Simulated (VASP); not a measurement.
Level of theory: PBEsol GGA, VASP's PBE PAW potentials (set 64) (plane waves; VASP 6.6.1).

Input for VASP

**KPOINTS**
```
Automatic mesh
0
gamma
8 8 12
0 0 0
```

**INCAR**
```
SYSTEM=P
PREC=Accurate; ENCUT=480; LREAL=.FALSE.
LASPH=.TRUE.
EDIFF=1E-7; NELM=100; ALGO=Normal
ISMEAR=1; SIGMA=0.1
GGA=PS
ISIF=2
LWAVE=.FALSE.; LCHARG=.FALSE.
```

POSCAR:
```
P
1
    4.3970646289     0.0000000044    -0.0000000001
   -2.1985318053     3.8079688550    -0.0571195328
    0.0000000000    -0.0369707567     2.4647171138
P
3
Direct
  0.0000000000   0.0000000000   0.0000000000
  0.3333330000   0.6666670000   0.5000000000
  0.6666670000   0.3333330000   0.5000000000
```

POTCAR, in this order: P (PBE.64 set). Program: vasp_std.

Output

OUTCAR:
```
 ion  position               nearest neighbor table
   1  0.000  0.000  0.000-   2 2.79   3 2.79   2 2.81   3 2.81   3 2.81   2 2.81   2 2.84   3 2.84
                             2 2.84   3 2.84   3 2.86   2 2.86
   2  0.333  0.667  0.500-   3 2.54   3 2.54   3 2.54   1 2.79   1 2.81   1 2.81   1 2.84   1 2.84
                             1 2.86
   3  0.667  0.333  0.500-   2 2.54   2 2.54   2 2.54   1 2.79   1 2.81   1 2.81   1 2.84   1 2.84
                             1 2.86
  LATTYP: Found a base centered monoclinic cell.
 ALAT       =     7.6167944592
 B/A-ratio  =     0.5772854516
 C/A-ratio  =     0.3236262173
 COS(beta)  =    -0.0299932515
 Subroutine PRICEL returns:
 Original cell was already a primitive cell.
 Subroutine GETGRP returns: Found  4 space group operations
The static configuration has the point symmetry C_2h.
The dynamic configuration has the point symmetry C_2h.
 Subroutine INISYM returns: Found  4 space group operations
 Subroutine IBZKPT returns following result:
 Found    222 irreducible k-points:

 Following reciprocal coordinates:
            Coordinates               Weight
  0.000000  0.000000  0.000000      1.000000
  0.125000  0.000000  0.000000      4.000000
  0.250000  0.000000  0.000000      4.000000
  0.375000  0.000000 -0.000000      4.000000
  0.500000  0.000000  0.000000      2.000000
  0.000000  0.125000  0.000000      2.000000
  0.125000  0.125000 -0.000000      4.000000
  0.250000  0.125000  0.000000      4.000000
  0.375000  0.125000  0.000000      4.000000
  0.500000  0.125000  0.000000      4.000000
 -0.375000  0.125000  0.000000      4.000000
 -0.250000  0.125000 -0.000000      2.000000
  0.000000  0.250000  0.000000      2.000000
  0.125000  0.250000  0.000000      4.000000
  0.250000  0.250000 -0.000000      4.000000
  0.375000  0.250000  0.000000      4.000000
  0.500000  0.250000  0.000000      2.000000
  0.000000  0.375000 -0.000000      2.000000
  0.125000  0.375000 -0.000000      4.000000
  0.250000  0.375000  0.000000      2.000000
  0.000000  0.500000  0.000000      1.000000
  0.000000  0.000000  0.083333      2.000000
  0.125000  0.000000  0.083333      4.000000
  0.250000  0.000000  0.083333      4.000000
  0.375000  0.000000  0.083333      4.000000
  0.500000  0.000000  0.083333      4.000000
 -0.375000 -0.000000  0.083333      4.000000
 -0.250000 -0.000000  0.083333      4.000000
 -0.125000 -0.000000  0.083333      4.000000
  0.000000  0.125000  0.083333      2.000000
  0.125000  0.125000  0.083333      4.000000
  0.250000  0.125000  0.083333      4.000000
  0.375000  0.125000  0.083333      4.000000
  0.500000  0.125000  0.083333      4.000000
 -0.375000  0.125000  0.083333      4.000000
 -0.250000  0.125000  0.083333      4.000000
  0.000000  0.250000  0.083333      2.000000
  0.125000  0.250000  0.083333      4.000000
  0.250000  0.250000  0.083333      4.000000
  0.375000  0.250000  0.083333      4.000000
   k-points           NKPTS =    222   k-points in BZ     NKDIM =    222   number of bands    NBANDS=     11
   number of dos      NEDOS =    301   number of ions     NIONS =      3
   total plane-waves  NPLWV =  18432
   dimension x,y,z NGX =    32 NGY =   32 NGZ =   18
   dimension x,y,z NGXF=    64 NGYF=   64 NGZF=   36
   ions per type =               3
   PREC   = accura    normal or accurate (medium, high low for compatibility)
   ISTART =      0    job   : 0-new  1-cont  2-samecut
   ICHARG =      2    charge: 1-file 2-atom 10-const
   ISPIN  =      1    spin polarized calculation?
   LNONCOLLINEAR =      F non collinear calculations
   LSORBIT =      F    spin-orbit coupling
...
```

**OSZICAR**
```
       N       E                     dE             d eps       ncg     rms          rms(c)
DAV:   1     0.357163855153E+02    0.35716E+02   -0.61484E+03  4884   0.106E+03
DAV:   2    -0.132219886686E+02   -0.48938E+02   -0.45972E+02  6614   0.160E+02
DAV:   3    -0.156389656827E+02   -0.24170E+01   -0.22831E+01  6284   0.332E+01
DAV:   4    -0.156905586182E+02   -0.51593E-01   -0.47518E-01  6453   0.450E+00
DAV:   5    -0.156918512863E+02   -0.12927E-02   -0.12936E-02  6296   0.493E-01    0.772E+00
DAV:   6    -0.156659713199E+02    0.25880E-01   -0.14004E-02  5809   0.801E-01    0.447E+00
DAV:   7    -0.156545169486E+02    0.11454E-01   -0.24177E-02  5631   0.104E+00    0.175E-01
DAV:   8    -0.156545006113E+02    0.16337E-04   -0.64581E-04  6130   0.207E-01    0.382E-02
DAV:   9    -0.156545035628E+02   -0.29515E-05   -0.19822E-05  7345   0.277E-02    0.159E-02
DAV:  10    -0.156545043149E+02   -0.75209E-06   -0.48664E-06  6108   0.636E-03    0.339E-03
DAV:  11    -0.156545046130E+02   -0.29804E-06   -0.40258E-06  3800   0.194E-03    0.648E-04
DAV:  12    -0.156545049758E+02   -0.36280E-06   -0.35976E-06  3696   0.794E-04    0.222E-04
DAV:  13    -0.156545052942E+02   -0.31840E-06   -0.32950E-06  3414   0.390E-04    0.672E-05
DAV:  14    -0.156545055968E+02   -0.30267E-06   -0.30362E-06  3297   0.236E-04    0.638E-05
DAV:  15    -0.156545058700E+02   -0.27312E-06   -0.27115E-06  3105   0.211E-04    0.125E-04
DAV:  16    -0.156545060915E+02   -0.22155E-06   -0.22757E-06  3090   0.274E-04    0.722E-05
DAV:  17    -0.156545063099E+02   -0.21836E-06   -0.21739E-06  2964   0.189E-04    0.685E-05
DAV:  18    -0.156545065126E+02   -0.20273E-06   -0.20375E-06  2937   0.191E-04    0.899E-05
DAV:  19    -0.156545066823E+02   -0.16969E-06   -0.16933E-06  2871   0.927E-05    0.121E-04
DAV:  20    -0.156545068293E+02   -0.14704E-06   -0.14680E-06  2784   0.182E-04    0.960E-05
DAV:  21    -0.156545069590E+02   -0.12965E-06   -0.13172E-06  2751   0.207E-04    0.718E-05
DAV:  22    -0.156545070790E+02   -0.12005E-06   -0.12013E-06  2703   0.174E-04    0.683E-05
DAV:  23    -0.156545071896E+02   -0.11058E-06   -0.10964E-06  2685   0.858E-05    0.806E-05
DAV:  24    -0.156545072891E+02   -0.99446E-07   -0.10106E-06  2652   0.789E-05    0.866E-05
DAV:  25    -0.156545073831E+02   -0.94013E-07   -0.92974E-07  2646   0.106E-04
   1 F= -.15654507E+02 E0= -.15654582E+02  d E =0.224139E-03
```

File OUTCAR:
```
------------------------ aborting loop because EDIFF is reached ----------------------------------------
  FORCE on cell =-STRESS in cart. coord.  units (eV):
  Direction    XX          YY          ZZ          XY          YZ          ZX
  --------------------------------------------------------------------------------------
  Total        0.0866353     -0.0436885      0.3760585     -0.0000000      0.2908101      0.0000000
  in kB        3.3641834     -1.6964941     14.6029439     -0.0000002     11.2926128      0.0000015
  external PRESSURE =       5.4235444 kB  Pullay stress =       0.0000000 kB
  volume of cell :       41.26
      direct lattice vectors                 reciprocal lattice vectors
     4.397064629  0.000000004 -0.000000000     0.227424449  0.131333114  0.001969997
    -2.198531805  3.807968855 -0.057119533    -0.000000000  0.262666290  0.003939994
     0.000000000 -0.036970757  2.464717114     0.000000000  0.006087261  0.405817384
 POSITION                                       TOTAL-FORCE (eV/Angst)
 -----------------------------------------------------------------------------------
      0.00000      0.00000      0.00000         0.000000      0.000000      0.000000
     -0.00000      2.52016      1.19428        -0.000000     -0.008725      0.003058
      2.19853      1.25084      1.21332         0.000000      0.008725     -0.003058
 -----------------------------------------------------------------------------------
    total drift:                                0.000000     -0.000000      0.000000
  FREE ENERGIE OF THE ION-ELECTRON SYSTEM (eV)
  ---------------------------------------------------
  free  energy   TOTEN  =       -15.6545073831 eV

  energy  without entropy=      -15.6547315220  energy(sigma->0) =      -15.65458210
```
(Selected blocks of OUTCAR.)

**OUTCAR**
```
 val. band max:       10.3725000552   @ k =   0.1250   0.2500   0.0833

 cond. band min:      10.3864333690   @ k =   0.2500   0.2500   0.5000


 Fermi energy:        10.3844959901

 k-point     1 :       0.0000    0.0000    0.0000
  band No.  band energies     occupation
      1      -6.4175      2.00000
      2       1.1637      2.00000
      3       1.2277      2.00000
      4       4.2825      2.00000
      5       4.2831      2.00000
      6       4.5186      2.00000
      7       4.5219      2.00000
      8      14.6962      0.00000
      9      17.1594      0.00000
     10      17.1637      0.00000
     11      17.6675      0.00000

 k-point     2 :       0.1250    0.0000    0.0000
  band No.  band energies     occupation
      1      -6.2667      2.00000
      2       0.3951      2.00000
      3       0.7743      2.00000
      4       3.3772      2.00000
      5       4.3049      2.00000
      6       5.7061      2.00000
      7       6.2478      2.00000
      8      14.8186      0.00000
      9      15.9582      0.00000
     10      16.6759      0.00000
     11      17.8983      0.00000

 k-point     3 :       0.2500    0.0000    0.0000
  band No.  band energies     occupation
      1      -5.8154      2.00000
      2      -1.1889      2.00000
      3       0.2002      2.00000
      4       2.6496      2.00000
      5       5.5359      2.00000
      6       7.2710      2.00000
      7       8.7274      2.00000
      8      13.7832      0.00000
      9      15.1743      0.00000
     10      15.2523      0.00000
     11      18.2123      0.00000

 k-point     4 :       0.3750    0.0000   -0.0000
  band No.  band energies     occupation
      1      -5.0677      2.00000
      2      -2.7231      2.00000
      3      -0.1863      2.00000
      4       2.2109      2.00000
      5       7.2473      2.00000
      6       9.0834      2.00000
      7      11.3364     -0.00000
      8      11.4917     -0.00000
      9      13.2437      0.00000
...
```

The structure was generated: P was put into the omega type (P6/mmm), which need not be its known phase. This cell was strained or had an atom moved on purpose. VASP warned that the highest band is occupied, so more bands are needed.
